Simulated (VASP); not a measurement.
Given:

```
PbS
1.0
    0.00000     2.98690     2.98690
    2.98690     0.00000     2.98690
    2.98690     2.98690     0.00000
Pb S
1 1
Cartesian
  0.00000   0.00000   0.00000
  2.98690   2.98690   2.98690
```

Computed with PBE GGA, VASP's PBE PAW potentials (set 64) (plane waves; VASP 6.6.1). Run with 480 eV cut-off, 8×8×8 Γ-centred mesh, Gaussian smearing of 0.050 eV, potentials Pb_d S.

Question: Estimate the energy per atom (σ→0).

Answer: 
```json
{
 "energy per atom (σ→0)": "-4.384 eV/atom"
}
```

The compound is PbS in the rock salt structure. This cell was strained or had an atom moved on purpose.
